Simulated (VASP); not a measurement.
Here is the system:

```yaml
crystal:
  lattice:
    - [0.00000, 2.28368, 2.28368]
    - [2.28368, 0.00000, 2.28368]
    - [2.28368, 2.28368, 0.00000]
  atoms:
    - { symbol: Li, position: [0.25000, 0.25000, 0.25000] }
    - { symbol: Li, position: [0.75000, 0.75000, 0.75000] }
    - { symbol: O, position: [0.00000, 0.00000, 0.00000] }
```

Computed with r2SCAN+rVV10, VASP's PBE PAW potentials (set 64) (plane waves; VASP). Numerical set-up: 520 eV cut-off, 9×9×9 Γ-centred mesh, tetrahedra with Blöchl corrections, potentials Li_sv O.

Question: Give the energies of bands 4 to 7 at the high-symmetry points, in eV from the valence-band maximum.

Answer: 
```json
[
 {"band": "4", "Γ": "0.00", "X": "-1.58", "U": "-2.06", "L": "-2.81", "W": "-1.88"},
 {"band": "5", "Γ": "0.00", "X": "-1.44", "U": "-1.51", "L": "-0.46", "W": "-1.51"},
 {"band": "6", "Γ": "0.00", "X": "-1.44", "U": "-1.13", "L": "-0.46", "W": "-1.51"},
 {"band": "7", "Γ": "6.32", "X": "5.67", "U": "7.32", "L": "10.26", "W": "7.95"}
]
```

The gap is indirect, 5.67 eV, from the valence maximum at Γ to the conduction minimum at X.

Measured: gap 8.00 eV (computed value off by -2.33 eV), as given by Das et al., (2018), arXiv:1807.05623.

The compound is Li2O in the antifluorite structure. It was relaxed first.
